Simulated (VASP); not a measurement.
Consider the following.

```xyz
2
Lattice="0.0000 2.9377 2.9377 2.9377 0.0000 2.9377 2.9377 2.9377 0.0000" Properties=species:S:1:pos:R:3 pbc="T T T"
Ca     0.0000     0.0000     0.0000
Se     2.9377     2.9377     2.9377
```

Level of theory: PBEsol GGA, VASP's PBE PAW potentials (set 64) (plane waves; VASP). Run with 480 eV cut-off, 8×8×8 Γ-centred mesh, Gaussian smearing of 0.050 eV, potentials Ca_sv Se.

**Question.** What does the run give for the energy per atom (σ→0), band gap (on the k-mesh) with the smallest direct gap where there is one?

**Answer.** 
```json
{
 "band gap (on the k-mesh)": "1.88 eV",
 "smallest direct gap (on the k-mesh)": "2.84 eV",
 "energy per atom (σ→0)": "-5.037 eV/atom"
}
```

Total energies compare only between runs with the same potentials, cut-off and functional.

The compound is CaSe in the rock salt structure. It was relaxed first.
